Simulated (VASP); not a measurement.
# RbRe (Fm-3m) in VASP: single point with PBE

Aim: the single point of RbRe with PBE.

Everything below comes from runs of VASP 6.6.1. Logs are shortened: lines on timing, memory, paths and dates and some standing lists are left out, and cuts for length are marked.

## 1. The crystal as given

The structure is cubic, space group Fm-3m (No. 225). Conventional cell: a = 6.281 Å, b = 6.281 Å, c = 6.281 Å, α = 90.00°, β = 90.00°, γ = 90.00°. Rb (site symmetry m-3m) is surrounded by 6 Re at 3.14 Å. Re (site symmetry m-3m) is surrounded by 6 Rb at 3.14 Å.

The cell was built by a generator and needn't be a form met in nature.

## 2. Single point, PBE

Input file INCAR:

```
PREC = Accurate
ENCUT = 520
EDIFF = 1E-7
ISMEAR = -1
SIGMA = 0.1
LREAL = False
LASPH = True
NELM = 60
ALGO = Fast
ISIF = 2
LWAVE = False
LCHARG = True
GGA = PE
LELF = True
LVHAR = True
NBANDS = 15
```

Input file KPOINTS:

```
Automatic mesh
0
Gamma
  9 9 9
```

Input file POSCAR:

```
RbRe
1.0
    0.0000000000      3.1404900000      3.1404900000
    3.1404900000      0.0000000000      3.1404900000
    3.1404900000      3.1404900000      0.0000000000
Rb Re
1 1
Direct
    0.0000000000      0.0000000000      0.0000000000
    0.5000000000      0.5000000000      0.5000000000
```

Potentials or basis: VASP PAW PBE potentials, release 64 (Rb_sv, Re).

Started as:

```
> cat potpaw_PBE.64/Rb_sv/POTCAR potpaw_PBE.64/Re/POTCAR > POTCAR
> mpirun -np 1 vasp_std > vasp.out
```

OUTCAR:

```text
PREC = Accurate
   ENCUT = 520
   EDIFF = 1E-7
   ISMEAR = -1
   LREAL = False
   LASPH = True
   NELM = 60
   ISIF = 2
   GGA = PE

 ion  position               nearest neighbor table
   1  0.000  0.000  0.000-   2 3.14   2 3.14   2 3.14   2 3.14   2 3.14   2 3.14
   2  0.500  0.500  0.500-   1 3.14   1 3.14   1 3.14   1 3.14   1 3.14   1 3.14

  LATTYP: Found a face centered cubic cell.
 ALAT       =     6.2809800000

  Lattice vectors:

 A1 = (   0.0000000000,   3.1404900000,   3.1404900000)
 A2 = (   3.1404900000,   0.0000000000,   3.1404900000)
 A3 = (   3.1404900000,   3.1404900000,   0.0000000000)

Analysis of symmetry for initial positions (statically):
=====================================================================
 Subroutine PRICEL returns:
 Original cell was already a primitive cell.

 Routine SETGRP: Setting up the symmetry group for a
 face centered cubic supercell.

 Subroutine GETGRP returns: Found 48 space group operations
 (whereof 48 operations were pure point group operations)
 out of a pool of 48 trial point group operations.

The static configuration has the point symmetry O_h .

Analysis of symmetry for dynamics (positions and initial velocities):
=====================================================================
 Subroutine PRICEL returns:
 Original cell was already a primitive cell.

 Routine SETGRP: Setting up the symmetry group for a
 face centered cubic supercell.

 Subroutine GETGRP returns: Found 48 space group operations
 (whereof 48 operations were pure point group operations)
 out of a pool of 48 trial point group operations.

The dynamic configuration has the point symmetry O_h .

 Subroutine INISYM returns: Found 48 space group operations
 (whereof 48 operations are pure point group operations),
 and found     1 'primitive' translations

----------------------------------------------------------------------------------------

                                     Primitive cell

  volume of cell :      61.9473

  direct lattice vectors                    reciprocal lattice vectors
     0.000000000  3.140490000  3.140490000    -0.159210824  0.159210824  0.159210824
     3.140490000  0.000000000  3.140490000     0.159210824 -0.159210824  0.159210824
     3.140490000  3.140490000  0.000000000     0.159210824  0.159210824 -0.159210824

  length of vectors
     4.441323550  4.441323550  4.441323550     0.275761236  0.275761236  0.275761236

  position of ions in fractional coordinates (direct lattice)
     0.000000000  0.000000000  0.000000000
     0.500000000  0.500000000  0.500000000

  ion indices of the primitive-cell ions
   primitive index   ion index
                 1           1
                 2           2

----------------------------------------------------------------------------------------

 KPOINTS: Automatic mesh

Automatic generation of k-mesh.
 Grid dimensions read from file:
 generate k-points for:    9    9    9

 Generating k-lattice:

  Cartesian coordinates                     Fractional coordinates (reciprocal lattice)
    -0.017690092  0.017690092  0.017690092     0.111111111  0.000000000  0.000000000
     0.017690092 -0.017690092  0.017690092     0.000000000  0.111111111  0.000000000
     0.017690092  0.017690092 -0.017690092     0.000000000  0.000000000  0.111111111

  Length of vectors
     0.030640137  0.030640137  0.030640137

  Shift w.r.t. Gamma in fractional coordinates (k-lattice)
     0.000000000  0.000000000  0.000000000

 Subroutine IBZKPT returns following result:
 ===========================================

 Found     35 irreducible k-points:

 Following reciprocal coordinates:
            Coordinates               Weight
  0.000000  0.000000  0.000000      1.000000
  0.111111  0.000000  0.000000      8.000000
  0.222222  0.000000  0.000000      8.000000
  0.333333  0.000000  0.000000      8.000000
  0.444444  0.000000  0.000000      8.000000
  0.111111  0.111111  0.000000      6.000000
[... 16 lines left out ...]
 -0.333333  0.333333  0.000000     12.000000
  0.444444  0.444444  0.000000      6.000000
 [... further k-points ...]
   k-points           NKPTS =     35   k-points in BZ     NKDIM =     35   number of bands    NBANDS=     15
   number of dos      NEDOS =    301   number of ions     NIONS =      2
   total plane-waves  NPLWV =  46656
   dimension x,y,z NGX =    36 NGY =   36 NGZ =   36
   dimension x,y,z NGXF=    72 NGYF=   72 NGZF=   72
   ions per type =               1   1
   NGX,Y,Z   is equivalent  to a cutoff of  13.48, 13.48, 13.48 a.u.
   NGXF,Y,Z  is equivalent  to a cutoff of  26.95, 26.95, 26.95 a.u.
 SYSTEM =  unknown system
   PREC   = accura    normal or accurate (medium, high low for compatibility)
   ISTART =      0    job   : 0-new  1-cont  2-samecut
   ICHARG =      2    charge: 1-file 2-atom 10-const
   ISPIN  =      1    spin polarized calculation?
   LNONCOLLINEAR =      F non collinear calculations
   LSORBIT =      F    spin-orbit coupling
   LASPH  =      T    aspherical Exc in radial PAW
   ENCUT  =  520.0 eV  38.22 Ry    6.18 a.u.   8.26  8.26  8.26*2*pi/ulx,y,z
   NELM   =     60;   NELMIN=  2; NELMDL= -5     # of ELM steps
   EDIFF  = 0.1E-06   stopping-criterion for ELM
   LREAL  =      F    real-space projection
   EDIFFG = 0.1E-05   stopping-criterion for IOM
   NSW    =      0    number of steps for IOM
   IBRION =     -1    ionic relax: 0-MD 1-quasi-New 2-CG
   NFREE  =      0    steps in history (QN), initial steepest desc. (CG)
   ISIF   =      2    stress and relaxation
   ISYM   =      2    0-nonsym 1-usesym 2-fastsym
   POTIM  = 0.5000    time-step for ionic-motion
   TEBEG  =    0.0;   TEEND  =   0.0 temperature during run
   PSTRESS=    0.0 pullay stress
   NELECT =      16.0000    total number of electrons
   NUPDOWN=      -1.0000    fix difference up-down
   EMIN   =  10.00;   EMAX   =-10.00  energy-range for DOS
   EFERMI =   0.00;   METHOD = LEGACY
   ISMEAR =    -1;   SIGMA  =   0.10  broadening in eV -4-tet -1-fermi 0-gaus
   EFERMI_NEDOS =   21; number of points for ismear=-14 and -15
   IALGO  =     68    algorithm
   IMIX   =      4    mixing-type and parameters
     AMIX     =   0.40;   BMIX     =  1.00
     AMIX_MAG =   1.60;   BMIX_MAG =  1.00
  volume/ion in A,a.u.               =      30.97       209.02
  Fermi-wavevector in a.u.,A,eV,Ry     =   1.042575  1.970182 14.789032  1.086963
  Thomas-Fermi vector in A             =   2.177246
   LORBIT       =      0    0 simple, 1 ext, 2 COOP (PROOUT), +10 PAW based schemes
   GGA     = PE    functional components
   LHFCALC =     F    Hartree Fock is set to
   AEXX    =    0.0000 exact exchange contribution
   IVDW    =     0    specifies the selected vdW correction
   LEPSILON=     F    determine dielectric tensor
   LRPA    =     F    only Hartree local field effects (RPA)
 non-spin polarized calculation
 RMM-DIIS sequential band-by-band and
  energy-cutoff  :      520.00
  volume of cell :       61.95
 maximum number of plane-waves:      1691
 NGX is ok and might be reduce to    36
   NGX = 17   NGY = 17   NGZ = 17

 number of electron      16.0000000 magnetization

 Free energy of the ion-electron system (eV)
  ---------------------------------------------------
  ext. energy  EPLUGINS =         0.00000000
  ---------------------------------------------------
  free energy    TOTEN  =        -5.21994268 eV

  energy without entropy =       -4.93932007  energy(sigma->0) =       -5.07963137

 E-fermi :   1.4358     XC(G=0):  -9.2632

 val. band max:        1.4332691522   @ k =  -0.4444   0.3333   0.1111
 cond. band min:       1.4504205563   @ k =  -0.4444   0.1111   0.0000
 fundamental gap:      0.0171514041
 Fermi energy:         1.4358271557

 k-point     1 :       0.0000    0.0000    0.0000
  band No.  band energies     occupation
      1     -24.7314      2.00000
      2      -8.8193      2.00000
      3      -8.8193      2.00000
      4      -8.8193      2.00000
      5      -2.0235      2.00000
      6       0.7159      1.99851
      7       0.7159      1.99851
      8       0.7159      1.99851
      9       0.7301      1.99828
     10       0.7301      1.99828
     11       9.2443      0.00000
     12       9.2443      0.00000
     13       9.2443      0.00000
     14       9.4523      0.00000
     15      10.0834      0.00000

 k-point     2 :       0.1111    0.0000    0.0000
  band No.  band energies     occupation
      1     -24.7271      2.00000
      2      -8.8975      2.00000
      3      -8.8376      2.00000
      4      -8.8376      2.00000
      5      -1.7769      2.00000
      6       0.7250      1.99836
      7       0.7889      1.99690
      8       0.7889      1.99690
      9       0.8303      1.99532
     10       0.8303      1.99532
     11       7.8567      0.00000
     12       8.6484      0.00000
     13       8.6484      0.00000
     14       9.6411      0.00000
     15       9.7804      0.00000

 k-point     3 :       0.2222    0.0000    0.0000
  band No.  band energies     occupation
      1     -24.7163      2.00000
      2      -9.0829      2.00000
      3      -8.8831      2.00000
      4      -8.8831      2.00000
      5      -1.0969      2.00000
      6       0.7708      1.99742
      7       0.9812      1.97902
      8       0.9812      1.97902
      9       1.1088      1.92677
     10       1.1088      1.92677
     11       6.0497      0.00000
     12       7.4165      0.00000
     13       7.4165      0.00000
     14       9.6404      0.00000
     15       9.7506      0.00000

 k-point     4 :       0.3333    0.0000    0.0000
  band No.  band energies     occupation
      1     -24.7040      2.00000
      2      -9.2754      2.00000
      3      -8.9337      2.00000
      4      -8.9337      2.00000
      5      -0.1384      2.00000
      6       0.8980      1.99081
      7       1.2135      1.80456
      8       1.2135      1.80456
      9       1.4906      0.73295
     10       1.4906      0.73295
     11       4.3122      0.00000
     12       6.3122      0.00000
     13       6.3122      0.00000
     14       9.7560      0.00000
     15       9.8001      0.00000
[... 307 lines left out ...]
 k-point    22 :      -0.4444    0.3333    0.0000
  band No.  band energies     occupation
      1     -24.6918      2.00000
      2      -9.2024      2.00000
      3      -9.0845      2.00000
      4      -8.9809      2.00000
      5       0.3568      1.99996
      6       0.6143      1.99946
      7       1.1811      1.85484
      8       1.3892      1.22880
      9       1.5034      0.67450
     10       1.6884      0.14818
     11       4.3163      0.00000
     12       5.4985      0.00000
     13       6.6756      0.00000
     14       8.8512      0.00000
     15      10.3018      0.00000

 k-point    23 :      -0.3333    0.3333    0.0000
  band No.  band energies     occupation
      1     -24.6913      2.00000
      2      -9.2115      2.00000
      3      -9.1179      2.00000
      4      -8.9870      2.00000
      5       0.5688      1.99966
      6       0.9791      1.97943
      7       1.2114      1.80834
      8       1.3587      1.36767
      9       1.5666      0.42558
     10       1.6592      0.19347
     11       4.1896      0.00000
     12       4.9004      0.00000
     13       6.2382      0.00000
     14       9.2370      0.00000
     15       9.7694      0.00000

 k-point    24 :       0.4444    0.4444    0.0000
  band No.  band energies     occupation
      1     -24.6936      2.00000
      2      -9.2305      2.00000
      3      -8.9689      2.00000
      4      -8.9689      2.00000
      5       0.0059      2.00000
      6       0.0093      2.00000
      7       1.1013      1.93191
      8       1.3144      1.54214
      9       1.7803      0.06185
     10       1.7803      0.06185
     11       4.1019      0.00000
     12       7.3401      0.00000
     13       7.3401      0.00000
     14       7.8214      0.00000
     15      11.0371      0.00000

 [... further k-points ...]
[... 5 lines left out ...]
  --------------------------------------------------------------------------------------
  -------------------------------------------------------------------------------------
  Total        1.0836003      1.0836003      1.0836003      0.0000000     -0.0000000     -0.0000000
  in kB       28.0257650     28.0257650     28.0257650      0.0000000     -0.0000000     -0.0000000
  external PRESSURE =      28.0257650 kB  Pullay stress =       0.0000000 kB

 VOLUME and BASIS-vectors are now :
 -----------------------------------------------------------------------------
  energy-cutoff  :      520.00
  volume of cell :       61.95
      direct lattice vectors                 reciprocal lattice vectors
     0.000000000  3.140490000  3.140490000    -0.159210824  0.159210824  0.159210824
     3.140490000  0.000000000  3.140490000     0.159210824 -0.159210824  0.159210824
     3.140490000  3.140490000  0.000000000     0.159210824  0.159210824 -0.159210824

 POSITION                                       TOTAL-FORCE (eV/Angst)
 -----------------------------------------------------------------------------------
      0.00000      0.00000      0.00000         0.000000     -0.000000     -0.000000
      3.14049      3.14049      3.14049        -0.000000      0.000000      0.000000
 -----------------------------------------------------------------------------------
    total drift:                                0.000000      0.000000      0.000000

  FREE ENERGIE OF THE ION-ELECTRON SYSTEM (eV)
  ---------------------------------------------------
  free  energy   TOTEN  =        -5.2199426755 eV

  energy  without entropy=       -4.9393200716  energy(sigma->0) =       -5.07963137
```

It took 62 s on 1 thread of Intel Xeon 6975P-C (Granite Rapids), shared host; peak memory 0.23 GiB.

Results:

```yaml
Free_energy: -5.2199 eV
Pressure: 2.8 GPa
Band_gap_on_the_k_mesh: none (metal or under the smearing width)
```

Levels at points of the mesh, in eV from the Fermi level:
```tsv
k point	band 4	band 5	band 6	band 7	band 8	band 9	band 10	band 11	band 12	band 13
(0.00, 0.00, 0.00)	-10.26	-3.46	-0.72	-0.72	-0.72	-0.71	-0.71	7.81	7.81	7.81
```

The run has no spin-orbit coupling, so splittings on Re are missing.
